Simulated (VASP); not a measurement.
Input:

```yaml
crystal:
  lattice:
    - [1.76755, -3.06148, 0.00000]
    - [1.76755, 3.06148, 0.00000]
    - [0.00000, 0.00000, 14.03559]
  atoms:
    - { symbol: Te, position: [0.33333, 0.66667, 0.87935] }
    - { symbol: Te, position: [0.66667, 0.33333, 0.37935] }
    - { symbol: Te, position: [0.66667, 0.33333, 0.12065] }
    - { symbol: Te, position: [0.33333, 0.66667, 0.62065] }
    - { symbol: Mo, position: [0.33333, 0.66667, 0.25000] }
    - { symbol: Mo, position: [0.66667, 0.33333, 0.75000] }
```

The numbers are results of rev-vdW-DF2, VASP's PBE PAW potentials (set 64) (plane waves; VASP), not measurements. Run with 520 eV cut-off, Gaussian smearing of 0.050 eV, potentials Te Mo_sv.

Unless said otherwise, spin-orbit coupling is left out, though it shifts the bands of the heavy elements here.

Q: Estimate the band gap (along the path) with the smallest direct gap where there is one.

A: 
| Property | Result |
|---|---|
| band gap (along the path) | 0.70 eV |
| smallest direct gap (along the path) | 1.02 eV |

The absolute energy has meaning only against runs of the same code, potentials and settings.

The compound is MoTe2 in the 2H layered structure. It was relaxed first.
